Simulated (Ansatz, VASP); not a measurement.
One calculation of KNa2Rh, two programs

```xyz
4
Lattice="3.4632 0.0000 0.0000 0.0000 3.4632 0.0000 0.0000 0.0000 10.2370" Properties=species:S:1:pos:R:3 pbc="T T T"
K     1.7316    1.7316    5.1185
Na    0.0000    0.0000    8.6044
Na    0.0000    0.0000    1.6327
Rh    1.7316    1.7316    0.0000
```

Alike in both runs: task relaxation of cell and atoms; functional PBE; k mesh 6 × 6 × 2; occupations gaussian, width 0.1 eV; no spin polarisation.

|  | VASP | Ansatz |
| --- | --- | --- |
| version | VASP 6.6.1 | Ansatz 0.2.0 |
| potentials or method | VASP PAW PBE potentials, release 64 (K_sv, Na_pv, Rh_pv) | scalar-relativistic, plane waves, PAW |
| plane-wave cutoff (eV) | 600 | 420 |
| valence electrons in the cell | 38 | 44 |

VASP gave:

- gap on the k mesh at the Fermi level, each at its own relaxed structure (eV): none
- relaxed volume (Å³/atom): 30.26
- relaxed cell length with the largest relative difference (Å): 9.289
- energy change over the relaxation (meV/atom): -8

**Question.** Which values does Ansatz return?

**Answer.** gap on the k mesh at the Fermi level, each at its own relaxed structure (eV): none; relaxed volume (Å³/atom): 30.59; relaxed cell length with the largest relative difference (Å): 9.146; energy change over the relaxation (meV/atom): -7.

A gap of «none» marks a metal or a gap that the smearing closes. The two sets of potentials don't hold the same shells in valence.
